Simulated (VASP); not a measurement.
Here is the system:

```yaml
crystal:
  lattice:
    - [4.13006, 0.00000, 0.00000]
    - [0.00000, 4.13006, 0.00000]
    - [0.00000, 0.00000, 4.13006]
  atoms:
    - { symbol: Sc, position: [0.00000, 0.00000, 0.00000] }
    - { symbol: Al, position: [0.00000, 0.50000, 0.50000] }
    - { symbol: Al, position: [0.50000, 0.00000, 0.50000] }
    - { symbol: Al, position: [0.50000, 0.50000, 0.00000] }
```

Computed with revPBE GGA, VASP's PBE PAW potentials (set 64) (plane waves; VASP). Run with 520 eV cut-off, 8×8×8 Γ-centred mesh, first-order Methfessel-Paxton smearing of 0.10 eV, potentials Sc_sv Al.

### Question
Give the energy at these volumes per atom, relative to the lowest: 16.50, 17.03, 17.56, 18.08, 18.61 Å³.

### Answer
20.1, 5.2, 0.0, 3.0, 13.1 meV/atom. A third-order Birch-Murnaghan fit gives B0 = 82.1 GPa and B0′ = 4.5.

Measured: a 4.103 Å (computed value off by +0.7 %), as given by A Combined Experimental and First-Principles Based Assessment of Finite-Temperature Thermodynamic Properties of …. The calculation is for a static lattice, while the measured a holds thermal and zero-point effects, which are part of the difference.

The compound is Al3Sc in the L1_2 structure. It was relaxed first.
